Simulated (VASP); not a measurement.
Calculation: PBEsol GGA, VASP's PBE PAW potentials (set 64) (plane waves; VASP).

The input files of a VASP run:

### KPOINTS
```
Automatic mesh
0
Gamma
14 14 14
0 0 0
```

INCAR:
```
# general
SYSTEM  = RuAl
PREC    = Accurate
ENCUT   = 400   # plane-wave cut-off (eV)
LREAL   = F   # projection in real space or not
LASPH   = T   # aspherical one-centre terms

# electronic loop
EDIFF   = 1E-7
NELM    = 100   # most electronic steps
ALGO    = Normal   # blocked Davidson
LMAXMIX = 4

# smearing
ISMEAR  = -5

# functional
GGA     = PS

# ions
ISIF    = 2

# output
LWAVE   = F
LCHARG  = T
LORBIT  = 11   # lm-projected
NEDOS   = 601
```

**POSCAR**
```
RuAl
1.0
  2.9749525989   0.0000000000   0.0000000000
  0.0000000000   2.9749525989   0.0000000000
  0.0000000000   0.0000000000   2.9749525989
Al Ru
1 1
direct
  0.5000000000   0.5000000000   0.5000000000
  0.0000000000   0.0000000000   0.0000000000
```

POTCAR, in this order: Al Ru_pv (PBE.64 set). Program: vasp_std.

The run wrote:

### OSZICAR
```
       N       E                     dE             d eps       ncg     rms          rms(c)
DAV:   1     0.879671538174E+02    0.87967E+02   -0.82985E+03  3088   0.108E+03
DAV:   2    -0.145619880431E+02   -0.10253E+03   -0.98759E+02  3184   0.307E+02
DAV:   3    -0.162981376886E+02   -0.17361E+01   -0.17077E+01  3372   0.412E+01
DAV:   4    -0.163149470016E+02   -0.16809E-01   -0.16797E-01  3284   0.407E+00
DAV:   5    -0.163153552463E+02   -0.40824E-03   -0.40847E-03  3568   0.558E-01    0.137E+01
DAV:   6    -0.156166993423E+02    0.69866E+00   -0.42015E+00  3044   0.234E+01    0.249E+00
DAV:   7    -0.155351519577E+02    0.81547E-01   -0.32220E-01  3044   0.674E+00    0.220E+00
DAV:   8    -0.155161828194E+02    0.18969E-01   -0.20625E-02  3144   0.137E+00    0.230E-01
DAV:   9    -0.155159552923E+02    0.22753E-03   -0.40485E-04  3372   0.185E-01    0.154E-01
DAV:  10    -0.155159455025E+02    0.97898E-05   -0.32916E-05  3756   0.743E-02    0.164E-02
DAV:  11    -0.155159423780E+02    0.31245E-05   -0.34168E-06  3312   0.248E-02    0.803E-03
DAV:  12    -0.155159422362E+02    0.14176E-06   -0.73001E-08  1868   0.294E-03    0.333E-04
DAV:  13    -0.155159422702E+02   -0.33999E-07   -0.86985E-09  1564   0.950E-04
   1 F= -.15515942E+02 E0= -.15515942E+02  d E =0.000000E+00
```

### OUTCAR
```
------------------------ aborting loop because EDIFF is reached ----------------------------------------
  FORCE on cell =-STRESS in cart. coord.  units (eV):
  Direction    XX          YY          ZZ          XY          YZ          ZX
  --------------------------------------------------------------------------------------
  Total       -0.0200746     -0.0200746     -0.0200746      0.0000000      0.0000000      0.0000000
  in kB       -1.2215675     -1.2215675     -1.2215675      0.0000000      0.0000000      0.0000000
  external PRESSURE =      -1.2215675 kB  Pullay stress =       0.0000000 kB
  volume of cell :       26.33
      direct lattice vectors                 reciprocal lattice vectors
     2.974952599  0.000000000  0.000000000     0.336139810  0.000000000  0.000000000
     0.000000000  2.974952599  0.000000000     0.000000000  0.336139810  0.000000000
     0.000000000  0.000000000  2.974952599     0.000000000  0.000000000  0.336139810
 POSITION                                       TOTAL-FORCE (eV/Angst)
 -----------------------------------------------------------------------------------
      1.48748      1.48748      1.48748         0.000000      0.000000      0.000000
      0.00000      0.00000      0.00000         0.000000      0.000000      0.000000
 -----------------------------------------------------------------------------------
    total drift:                               -0.000000      0.000000     -0.000000
  FREE ENERGIE OF THE ION-ELECTRON SYSTEM (eV)
  ---------------------------------------------------
  free  energy   TOTEN  =       -15.5159422702 eV

  energy  without entropy=      -15.5159422702  energy(sigma->0) =      -15.51594227

 total charge

# of ion       s       p       d       tot
------------------------------------------
    1        0.392   0.427   0.000   0.819
    2        0.341   6.254   6.221  12.817
--------------------------------------------------
tot          0.734   6.681   6.221  13.636
```
(Selected blocks of OUTCAR.)

File OUTCAR:
```
 val. band max:       10.8792528046   @ k =   0.4286   0.4286   0.1429

 cond. band min:      10.7719502100   @ k =   0.3571   0.3571   0.2857


 Fermi energy:        10.8147817274

 k-point     1 :       0.0000    0.0000    0.0000
  band No.  band energies     occupation
      1     -30.8792      2.00000
      2     -30.8792      2.00000
      3     -30.8792      2.00000
      4       1.0520      2.00000
      5       7.1528      2.00000
      6       7.1528      2.00000
      7      11.0316     -0.39496
      8      11.0316      0.00000
      9      11.0316      0.00000
     10      16.9882      0.00000
     11      16.9882      0.00000
     12      16.9882      0.00000

 k-point     2 :       0.0714    0.0000    0.0000
  band No.  band energies     occupation
      1     -30.8906      2.00000
      2     -30.8783      2.00000
      3     -30.8783      2.00000
      4       1.1518      2.00000
      5       7.1881      2.00000
      6       7.1894      2.00000
      7      10.9043      0.72249
      8      10.9043      0.38617
      9      11.0441      0.00000
     10      16.5038      0.00000
     11      17.1898      0.00000
     12      17.1898      0.00000

 k-point     3 :       0.1429    0.0000    0.0000
  band No.  band energies     occupation
      1     -30.9221      2.00000
      2     -30.8759      2.00000
      3     -30.8759      2.00000
      4       1.4463      2.00000
      5       7.2712      2.00000
      6       7.2893      2.00000
      7      10.5805      2.03321
      8      10.5805      2.12784
      9      11.0793      0.00000
     10      15.4756      0.00000
     11      17.7370      0.00000
     12      17.7370      0.00000

 k-point     4 :       0.2143    0.0000    0.0000
  band No.  band energies     occupation
      1     -30.9675      2.00000
      2     -30.8720      2.00000
      3     -30.8720      2.00000
      4       1.9218      2.00000
      5       7.3101      2.00000
      6       7.4425      2.00000
...
```

For a metal the tetrahedron method with Blöchl corrections gives inexact stress and forces.

The compound is RuAl in the CsCl type structure. It was relaxed first. The electron count is odd and the run is not spin-polarised, which forces a metal.
